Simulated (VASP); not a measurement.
OSZICAR of a VASP run on Cd (hcp):

OSZICAR:
```
       N       E                     dE             d eps       ncg     rms          rms(c)
DAV:   1     0.168783276795E+03    0.16878E+03   -0.13685E+04  3848   0.154E+03
DAV:   2     0.205446244964E+01   -0.16673E+03   -0.16383E+03  3944   0.384E+02
DAV:   3    -0.850772507868E+00   -0.29052E+01   -0.29025E+01  4800   0.610E+01
DAV:   4    -0.853764723664E+00   -0.29922E-02   -0.29922E-02  4344   0.169E+00
DAV:   5    -0.853772486833E+00   -0.77632E-05   -0.77631E-05  4896   0.859E-02    0.906E+00
DAV:   6    -0.692007904152E+00    0.16176E+00   -0.38159E-01  4112   0.907E+00    0.631E+00
DAV:   7    -0.675458966467E+00    0.16549E-01   -0.66105E-02  4808   0.323E+00    0.178E+00
DAV:   8    -0.673639971850E+00    0.18190E-02   -0.97347E-03  4160   0.147E+00    0.121E-01
DAV:   9    -0.673657263629E+00   -0.17292E-04   -0.34674E-05  4832   0.599E-02    0.622E-02
DAV:  10    -0.673690746890E+00   -0.33483E-04   -0.22939E-05  4376   0.560E-02    0.151E-02
DAV:  11    -0.673689633460E+00    0.11134E-05   -0.10124E-06  2832   0.147E-02    0.252E-03
DAV:  12    -0.673689403262E+00    0.23020E-06   -0.25679E-08  2240   0.148E-03
   1 F= 0.87973755E+01 E0= 0.87975141E+01  d E =0.879738E+01
       N       E                     dE             d eps       ncg     rms          rms(c)
DAV:   1    -0.140090291966E+02   -0.13335E+02   -0.26782E+02  3856   0.224E+02    0.365E+01
DAV:   2     0.970003582699E+00    0.14979E+02   -0.38876E+01  3864   0.973E+01    0.758E+00
DAV:   3     0.169704540324E+01    0.72704E+00   -0.17998E+00  4912   0.160E+01    0.373E+00
DAV:   4     0.187050779095E+01    0.17346E+00   -0.99445E-02  4288   0.319E+00    0.161E+00
DAV:   5     0.189974615828E+01    0.29238E-01   -0.32036E-02  4424   0.158E+00    0.303E-01
DAV:   6     0.189901130352E+01   -0.73485E-03   -0.14405E-03  4704   0.395E-01    0.176E-01
DAV:   7     0.189895539780E+01   -0.55906E-04   -0.51900E-05  4640   0.953E-02    0.211E-02
DAV:   8     0.189895292867E+01   -0.24691E-05   -0.32187E-06  3736   0.272E-02    0.147E-02
DAV:   9     0.189895305501E+01    0.12634E-06   -0.71006E-08  2160   0.289E-03
   2 F= 0.94397276E+01 E0= 0.94398848E+01  d E =0.642352E+00
       N       E                     dE             d eps       ncg     rms          rms(c)
DAV:   1    -0.740054496308E+01   -0.92995E+01   -0.15103E+02  3840   0.190E+02    0.250E+01
DAV:   2    -0.105157506037E+01    0.63490E+01   -0.14280E+01  3912   0.578E+01    0.122E+01
DAV:   3    -0.426368714088E+00    0.62521E+00   -0.74200E-01  4520   0.127E+01    0.998E+00
DAV:   4    -0.212625496658E+00    0.21374E+00   -0.17295E-01  4848   0.546E+00    0.250E+00
DAV:   5    -0.205567927965E+00    0.70576E-02   -0.12983E-02  4184   0.965E-01    0.338E-01
DAV:   6    -0.205837159485E+00   -0.26923E-03   -0.23623E-04  4328   0.155E-01    0.172E-01
DAV:   7    -0.205913152571E+00   -0.75993E-04   -0.85083E-05  4392   0.806E-02    0.114E-02
DAV:   8    -0.205912430156E+00    0.72241E-06   -0.64901E-06  4272   0.381E-02
   3 F= 0.86946389E+01 E0= 0.86947100E+01  d E =-.102737E+00
       N       E                     dE             d eps       ncg     rms          rms(c)
DAV:   1    -0.185112606192E+00    0.20801E-01   -0.37455E-02  3840   0.283E+00    0.293E-01
DAV:   2    -0.183301624178E+00    0.18110E-02   -0.43350E-03  3896   0.105E+00    0.113E-01
DAV:   3    -0.183168310431E+00    0.13331E-03   -0.26314E-04  4624   0.226E-01    0.857E-02
DAV:   4    -0.183152655229E+00    0.15655E-04   -0.27143E-05  4136   0.479E-02    0.746E-03
DAV:   5    -0.183152759554E+00   -0.10432E-06   -0.73312E-07  2752   0.113E-02
   4 F= 0.86943404E+01 E0= 0.86944104E+01  d E =-.103035E+00
       N       E                     dE             d eps       ncg     rms          rms(c)
DAV:   1    -0.172060007668E+00    0.11093E-01   -0.94673E-03  3848   0.142E+00    0.148E-01
DAV:   2    -0.171598318082E+00    0.46169E-03   -0.10945E-03  3904   0.528E-01    0.575E-02
DAV:   3    -0.171565169393E+00    0.33149E-04   -0.66734E-05  4640   0.114E-01    0.437E-02
DAV:   4    -0.171563706628E+00    0.14628E-05   -0.70283E-06  4160   0.243E-02    0.382E-03
DAV:   5    -0.171563774228E+00   -0.67600E-07   -0.17765E-07  2056   0.552E-03
   5 F= 0.86943173E+01 E0= 0.86943868E+01  d E =-.103058E+00
       N       E                     dE             d eps       ncg     rms          rms(c)
DAV:   1    -0.184551605401E+00   -0.12988E-01   -0.46236E-01  4048   0.638E+00    0.501E-01
DAV:   2    -0.178602960540E+00    0.59486E-02   -0.39635E-03  3952   0.989E-01    0.280E-01
DAV:   3    -0.175748232129E+00    0.28547E-02   -0.45380E-03  4120   0.776E-01    0.874E-02
DAV:   4    -0.175793005638E+00   -0.44774E-04   -0.44550E-04  4192   0.310E-01    0.463E-02
DAV:   5    -0.175791321183E+00    0.16845E-05   -0.66318E-06  4384   0.418E-02    0.158E-02
DAV:   6    -0.175790817385E+00    0.50380E-06   -0.11488E-06  2328   0.157E-02
   6 F= 0.86916440E+01 E0= 0.86915893E+01  d E =-.267335E-02
       N       E                     dE             d eps       ncg     rms          rms(c)
DAV:   1    -0.197138688950E+00   -0.21347E-01   -0.84482E-01  4024   0.861E+00    0.690E-01
DAV:   2    -0.185666666100E+00    0.11472E-01   -0.76769E-03  3992   0.134E+00    0.385E-01
DAV:   3    -0.180207258989E+00    0.54594E-02   -0.88773E-03  4144   0.107E+00    0.121E-01
DAV:   4    -0.180293191301E+00   -0.85932E-04   -0.84190E-04  4144   0.427E-01    0.652E-02
DAV:   5    -0.180289385042E+00    0.38063E-05   -0.11920E-05  4376   0.563E-02    0.217E-02
DAV:   6    -0.180288621476E+00    0.76357E-06   -0.20736E-06  3032   0.207E-02
   7 F= 0.86885292E+01 E0= 0.86886363E+01  d E =-.578814E-02
       N       E                     dE             d eps       ncg     rms          rms(c)
DAV:   1    -0.249114335832E+00   -0.68825E-01   -0.33800E+00  4016   0.172E+01    0.138E+00
DAV:   2    -0.202911544384E+00    0.46203E-01   -0.31786E-02  4024   0.265E+00    0.760E-01
DAV:   3    -0.181073432715E+00    0.21838E-01   -0.35648E-02  4136   0.208E+00    0.238E-01
DAV:   4    -0.181399850909E+00   -0.32642E-03   -0.32213E-03  4192   0.808E-01    0.138E-01
DAV:   5    -0.181388776363E+00    0.11075E-04   -0.23434E-05  4464   0.829E-02    0.415E-02
DAV:   6    -0.181388114358E+00    0.66200E-06   -0.39780E-06  3792   0.245E-02
   8 F= 0.86877416E+01 E0= 0.86877721E+01  d E =-.657573E-02
       N       E                     dE             d eps       ncg     rms          rms(c)
DAV:   1    -0.199188354118E+00   -0.17800E-01   -0.84492E-01  4032   0.861E+00    0.689E-01
DAV:   2    -0.187832087392E+00    0.11356E-01   -0.74651E-03  4008   0.133E+00    0.379E-01
DAV:   3    -0.182486849454E+00    0.53452E-02   -0.89157E-03  4128   0.105E+00    0.117E-01
DAV:   4    -0.182570470057E+00   -0.83621E-04   -0.81170E-04  4168   0.410E-01    0.659E-02
DAV:   5    -0.182566554729E+00    0.39153E-05   -0.42019E-06  4264   0.373E-02    0.134E-02
DAV:   6    -0.182566660624E+00   -0.10589E-06   -0.86266E-07  2224   0.104E-02
   9 F= 0.86868135E+01 E0= 0.86868323E+01  d E =-.750383E-02
       N       E                     dE             d eps       ncg     rms          rms(c)
DAV:   1    -0.183902607095E+00   -0.13361E-02   -0.64855E-02  3992   0.239E+00    0.191E-01
DAV:   2    -0.183029539820E+00    0.87307E-03   -0.58209E-04  4048   0.373E-01    0.106E-01
DAV:   3    -0.182610685325E+00    0.41885E-03   -0.68262E-04  4128   0.296E-01    0.329E-02
DAV:   4    -0.182617270317E+00   -0.65850E-05   -0.64284E-05  4168   0.117E-01    0.185E-02
DAV:   5    -0.182617017485E+00    0.25283E-06   -0.56281E-07  2576   0.130E-02
  10 F= 0.86867755E+01 E0= 0.86868377E+01  d E =-.754182E-02
       N       E                     dE             d eps       ncg     rms          rms(c)
DAV:   1    -0.182745834689E+00   -0.12856E-03   -0.56626E-03  4032   0.706E-01    0.564E-02
DAV:   2    -0.182669177110E+00    0.76658E-04   -0.50470E-05  4024   0.110E-01    0.312E-02
DAV:   3    -0.182632998184E+00    0.36179E-04   -0.58864E-05  4120   0.871E-02    0.967E-03
DAV:   4    -0.182633618612E+00   -0.62043E-06   -0.55915E-06  4072   0.343E-02
  11 F= 0.86867618E+01 E0= 0.86868091E+01  d E =-.755553E-02
       N       E                     dE             d eps       ncg     rms          rms(c)
DAV:   1    -0.268179435321E+00   -0.85546E-01   -0.34104E-01  3840   0.849E+00    0.884E-01
DAV:   2    -0.252198428181E+00    0.15981E-01   -0.38379E-02  3888   0.311E+00    0.350E-01
DAV:   3    -0.250908463963E+00    0.12900E-02   -0.23853E-03  4736   0.677E-01    0.266E-01
DAV:   4    -0.250627551246E+00    0.28091E-03   -0.24788E-04  4184   0.148E-01    0.264E-02
DAV:   5    -0.250626398510E+00    0.11527E-05   -0.73174E-06  4432   0.325E-02    0.162E-02
DAV:   6    -0.250627591224E+00   -0.11927E-05   -0.17639E-06  2280   0.186E-02    0.768E-03
DAV:   7    -0.250626814064E+00    0.77716E-06   -0.80252E-07  1976   0.134E-02
  12 F= 0.86877049E+01 E0= 0.86877712E+01  d E =0.943114E-03
       N       E                     dE             d eps       ncg     rms          rms(c)
DAV:   1    -0.207013913243E+00    0.43614E-01   -0.22712E-01  3840   0.690E+00    0.712E-01
DAV:   2    -0.196198625325E+00    0.10815E-01   -0.26101E-02  3888   0.257E+00    0.272E-01
DAV:   3    -0.195367050636E+00    0.83157E-03   -0.16168E-03  4760   0.553E-01    0.205E-01
DAV:   4    -0.195233180650E+00    0.13387E-03   -0.17763E-04  4184   0.127E-01    0.198E-02
DAV:   5    -0.195233323103E+00   -0.14245E-06   -0.67812E-06  4352   0.355E-02
  13 F= 0.86867129E+01 E0= 0.86867638E+01  d E =-.488705E-04
```

Which electronic solver shows in the log?

It is blocked Davidson (ALGO = Normal, or the opening steps of other solvers). The INCAR had ALGO = Normal.

Can the final energy be trusted as converged?

The calculation finished and met its thresholds. It stopped with EDIFF = 1E-6, NELM = 100, NSW = 40 and EDIFFG = -0.02 after 13 ionic steps (PBE GGA, plane waves, VASP's PBE PAW potentials (set 64)). Energy and stress use the plane-wave basis of the starting cell.

The compound is Cd in the hcp structure. This run relaxes it under an external pressure of 45 GPa. Symmetry was kept, so distortions that lower it aren't found.
